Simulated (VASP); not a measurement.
All values below come from PBE GGA, VASP's PBE PAW potentials (set 64) (plane waves; VASP).

The input files of a VASP run:

**INCAR**
```
ALGO  =  Normal
EDIFF  =  1E-6
EDIFFG  =  -0.02
ENCUT  =  620
GGA  =  PE
IBRION  =  2
ISIF  =  3
ISMEAR  =  1
LASPH  =  .TRUE.
LCHARG  =  .FALSE.
LMAXMIX  =  6
LREAL  =  .FALSE.
LWAVE  =  .FALSE.
NELM  =  100
NSW  =  40
PREC  =  Accurate
PSTRESS  =  200
SIGMA  =  0.1
SYSTEM  =  LaB6
```

File KPOINTS:
```
Automatic mesh
0
Gamma
8 8 8
0 0 0
```

### POSCAR
```
LaB6
1.0
  4.0823281721   0.0000000000   0.0000000000
  0.0000000000   4.0823281721   0.0000000000
  0.0000000000   0.0000000000   4.0823281721
La B
1 6
Cartesian
  0.0000000000   0.0000000000   0.0000000000
  3.2695301789   2.0411640861   2.0411640861
  2.0411640861   0.8127979932   2.0411640861
  2.0411640861   3.2695301789   2.0411640861
  0.8127979932   2.0411640861   2.0411640861
  2.0411640861   2.0411640861   3.2695301789
  2.0411640861   2.0411640861   0.8127979932
```

POTCAR, in this order: La B (PBE.64 set). Program: vasp_std.

Energy and stress use the plane-wave basis of the starting cell.

Q: Predict the energy per atom (σ→0), volume per atom, band gap (on the k-mesh).

A: 
The energy per atom (σ→0) comes out as -6.954 eV/atom, the band gap (on the k-mesh) is none (metal, semimetal or under 0.01 eV) and the volume per atom is 9.30 Å^3/atom.

### OSZICAR
```
...
       N       E                     dE             d eps       ncg     rms          rms(c)
DAV:   1    -0.486752457116E+02   -0.16811E-01   -0.27234E-01  1362   0.337E+00    0.199E-01
DAV:   2    -0.486749225229E+02    0.32319E-03   -0.12653E-02  2026   0.122E+00    0.111E-01
DAV:   3    -0.486744186270E+02    0.50390E-03   -0.41540E-03  1514   0.395E-01    0.263E-02
DAV:   4    -0.486743977633E+02    0.20864E-04   -0.57098E-04  1850   0.198E-01    0.161E-02
DAV:   5    -0.486743965538E+02    0.12095E-05   -0.34868E-05  2000   0.491E-02    0.425E-03
DAV:   6    -0.486743958509E+02    0.70284E-06   -0.58714E-06  1808   0.263E-02
   6 F= -.40551520E+02 E0= -.40551661E+02  d E =-.959092E-03
```

The compound is LaB6 in the cab6 structure. This run relaxes it under an external pressure of 20 GPa. Symmetry was kept, so distortions that lower it aren't found. The electron count is odd and the run is not spin-polarised, which forces a metal.
